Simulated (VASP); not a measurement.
Computed with r2SCAN meta-GGA, VASP's PBE PAW potentials (set 64) (plane waves; VASP).

The input files of a VASP run:

### POSCAR
```
ZnS
1
    1.9006972065    -3.3908672124     0.0000000000
    1.9006972065     3.3908672124     0.0000000000
    0.0000000000     0.0000000000     6.2287366775
Zn S
2 2
Direct
  0.6666670000   0.3333330000   0.5000723877
  0.3333330000   0.6666670000   0.0000723877
  0.6666670000   0.3333330000   0.8749276123
  0.3333330000   0.6666670000   0.3749276123
```

**KPOINTS**
```
Automatic mesh
0
Gamma
6 6 4
0 0 0
```

INCAR:
```
# general
SYSTEM   =  ZnS
PREC     =  Accurate
ENCUT    =  480
LREAL    =  .False.
LASPH    =  .True.   # aspherical one-centre terms

# electronic loop
EDIFF    =  1E-7   # SCF stop (eV)
NELM     =  100   # most electronic steps
ALGO     =  Normal
LMAXMIX  =  4   # l cut-off of mixed one-centre charges
LMIXTAU  =  .True.

# smearing
ISMEAR   =  0   # Gaussian
SIGMA    =  0.05   # width (eV)

# functional
METAGGA  =  R2SCAN

# ions
ISIF     =  2

# output
LWAVE    =  .False.
LCHARG   =  .False.
```

POTCAR, in this order: Zn S (PBE.64 set). Program: vasp_std.

Output

File OUTCAR:
```
 ion  position               nearest neighbor table
   1  0.667  0.333  0.500-   3 2.33   4 2.34   4 2.34   4 2.39
   2  0.333  0.667  0.000-   4 2.33   3 2.34   3 2.34   3 2.39
   3  0.667  0.333  0.875-   1 2.33   2 2.34   2 2.34   2 2.39
   4  0.333  0.667  0.375-   2 2.33   1 2.34   1 2.34   1 2.39
  LATTYP: Found a base centered orthorhombic cell.
 ALAT       =     3.8013944130
 B/A-ratio  =     1.7840123092
 C/A-ratio  =     1.6385399674
 Subroutine PRICEL returns:
 Original cell was already a primitive cell.
 Subroutine GETGRP returns: Found  4 space group operations
The static configuration has the point symmetry C_1h.
 The point group associated with its full space group is C_2v.
The dynamic configuration has the point symmetry C_1h.
 Subroutine INISYM returns: Found  4 space group operations
 Subroutine IBZKPT returns following result:
 Found     39 irreducible k-points:

 Following reciprocal coordinates:
            Coordinates               Weight
  0.000000  0.000000  0.000000      1.000000
  0.166667  0.000000  0.000000      4.000000
  0.333333 -0.000000  0.000000      4.000000
  0.500000  0.000000  0.000000      2.000000
...
```

OSZICAR:
```
       N       E                     dE             d eps       ncg     rms          rms(c)
DAV:   1     0.202891494710E+03    0.20289E+03   -0.17156E+04  1716   0.190E+03
DAV:   2    -0.216994577873E+02   -0.22459E+03   -0.21855E+03  1782   0.371E+02
DAV:   3    -0.433722595685E+02   -0.21673E+02   -0.21556E+02  2088   0.118E+02
DAV:   4    -0.438412298829E+02   -0.46897E+00   -0.46847E+00  1974   0.178E+01
DAV:   5    -0.438490274001E+02   -0.77975E-02   -0.77967E-02  2128   0.226E+00    0.101E+01
DAV:   6    -0.396758459418E+02    0.41732E+01   -0.36732E+00  2096   0.525E+01    0.914E+00
DAV:   7    -0.370725761772E+02    0.26033E+01   -0.11712E+00  1770   0.130E+01    0.449E+00
DAV:   8    -0.378087888452E+02   -0.73621E+00   -0.93864E-01  1800   0.721E+00    0.151E+00
DAV:   9    -0.376929209660E+02    0.11587E+00   -0.19549E-01  1764   0.416E+00    0.953E-01
DAV:  10    -0.376085184715E+02    0.84402E-01   -0.91720E-02  1776   0.289E+00    0.464E-01
DAV:  11    -0.376821578209E+02   -0.73639E-01   -0.67762E-02  1758   0.248E+00    0.156E-01
DAV:  12    -0.376818099688E+02    0.34785E-03   -0.20166E-02  1830   0.118E+00    0.102E-01
DAV:  13    -0.376871444179E+02   -0.53344E-02   -0.23221E-03  2078   0.385E-01    0.367E-02
DAV:  14    -0.376889188349E+02   -0.17744E-02   -0.94351E-03  1752   0.927E-01    0.652E-02
DAV:  15    -0.376920930641E+02   -0.31742E-02   -0.22581E-03  1788   0.523E-01    0.398E-02
DAV:  16    -0.376923430420E+02   -0.24998E-03   -0.32770E-04  1860   0.142E-01    0.440E-03
DAV:  17    -0.376923386343E+02    0.44077E-05   -0.96839E-06  2106   0.291E-02    0.972E-03
DAV:  18    -0.376923434617E+02   -0.48274E-05   -0.17563E-06  1902   0.115E-02    0.501E-03
DAV:  19    -0.376923453958E+02   -0.19341E-05   -0.99928E-07  1920   0.910E-03    0.120E-03
DAV:  20    -0.376923465529E+02   -0.11571E-05   -0.19781E-07  1342   0.483E-03    0.759E-04
DAV:  21    -0.376923465876E+02   -0.34699E-07   -0.11415E-08  1110   0.138E-03
   1 F= -.37692347E+02 E0= -.37692347E+02  d E =-.253455E-11
```

OUTCAR:
```
------------------------ aborting loop because EDIFF is reached ----------------------------------------
  FORCE on cell =-STRESS in cart. coord.  units (eV):
  Direction    XX          YY          ZZ          XY          YZ          ZX
  --------------------------------------------------------------------------------------
  Total       -0.4267085     -1.9691808     -0.2006407      0.0000000      0.0000000      0.0000000
  in kB       -8.5150695    -39.2954707     -4.0038326      0.0000000      0.0000000      0.0000000
  external PRESSURE =     -17.2714576 kB  Pullay stress =       0.0000000 kB
  volume of cell :       80.29
      direct lattice vectors                 reciprocal lattice vectors
     1.900697207 -3.390867212  0.000000000     0.263061364 -0.147454904  0.000000000
     1.900697207  3.390867212  0.000000000     0.263061364  0.147454904  0.000000000
     0.000000000  0.000000000  6.228736677     0.000000000  0.000000000  0.160546199
  FREE ENERGIE OF THE ION-ELECTRON SYSTEM (eV)
  ---------------------------------------------------
  free  energy   TOTEN  =       -37.6923465876 eV

  energy  without entropy=      -37.6923465876  energy(sigma->0) =      -37.69234659
```
(Selected blocks of OUTCAR.)

OUTCAR:
```
 val. band max:        1.7274680870   @ k =   0.0000   0.0000   0.0000

 cond. band min:       4.3673704375   @ k =   0.0000   0.0000   0.0000


 Fermi energy:         1.9405589928

 k-point     1 :       0.0000    0.0000    0.0000
  band No.  band energies     occupation
      1     -11.8885      2.00000
      2     -10.9373      2.00000
      3      -4.7567      2.00000
      4      -4.7351      2.00000
      5      -4.7285      2.00000
      6      -4.6421      2.00000
      7      -4.6387      2.00000
      8      -4.2744      2.00000
      9      -4.2688      2.00000
     10      -4.1953      2.00000
     11      -4.1952      2.00000
     12      -4.0311      2.00000
     13      -3.6197      2.00000
     14       0.6869      2.00000
     15       0.7974      2.00000
     16       1.6125      2.00000
     17       1.6466      2.00000
     18       1.7275      2.00000
     19       4.3674      0.00000
     20       5.1301      0.00000
     21       8.3087      0.00000
     22       8.5807      0.00000

 k-point     2 :       0.1667    0.0000    0.0000
  band No.  band energies     occupation
      1     -11.7073      2.00000
      2     -10.8441      2.00000
      3      -4.7436      2.00000
      4      -4.7154      2.00000
      5      -4.6933      2.00000
      6      -4.6192      2.00000
      7      -4.5863      2.00000
      8      -4.2935      2.00000
      9      -4.2733      2.00000
     10      -4.2547      2.00000
     11      -4.1869      2.00000
     12      -3.9923      2.00000
     13      -3.3507      2.00000
     14      -0.3995      2.00000
     15       0.3130      2.00000
     16       0.4395      2.00000
     17       1.3935      2.00000
     18       1.4228      2.00000
     19       5.4841      0.00000
     20       6.0225      0.00000
     21       7.9529      0.00000
     22       8.8492      0.00000

 k-point     3 :       0.3333   -0.0000    0.0000
  band No.  band energies     occupation
      1     -11.2729      2.00000
...
```

The compound is ZnS in the wurtzite structure, the high-temperature form. This cell was strained or had an atom moved on purpose.
